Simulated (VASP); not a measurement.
Consider the following.

```yaml
crystal:
  lattice:
    - [4.05960, 0.00000, 0.00000]
    - [0.00000, 4.05960, 0.00000]
    - [0.00000, 0.00000, 5.12040]
  atoms:
    - { symbol: Pb, position: [0.50000, 0.00000, 0.76500] }
    - { symbol: Pb, position: [0.00000, 0.50000, 0.23500] }
    - { symbol: O, position: [0.50000, 0.50000, 0.00000] }
    - { symbol: O, position: [0.00000, 0.00000, 0.00000] }
```

Level of theory: PBE GGA, VASP's PBE PAW potentials (set 64) (plane waves; VASP 6.6.1). Run with 400 eV cut-off, 5×5×4 Γ-centred mesh, Gaussian smearing of 0.050 eV, potentials Pb_d O.

At this cut-off the stress carries a Pulay error, which pulls relaxed volumes low.

Task: Give the force on each atom (eV/Å).

Result: 
```tsv
atom	Fx	Fy	Fz
Pb1	0.000	0.000	0.306
Pb2	0.000	0.000	-0.306
O3	0.000	0.000	0.000
O4	0.000	0.000	0.000
```

Task: Give the stress tensor in GPa (positive for a compressed cell).

Result: 
```
-2.55   0.00   0.00
 0.00  -2.55   0.00
 0.00   0.00  -2.59
```
The pressure is its mean diagonal, -2.57 GPa.

The compound is PbO in the litharge structure. The cell was not relaxed at this level. The run is one of a series of settings (ENCUT = 400 against the base run), some of them coarse on purpose.
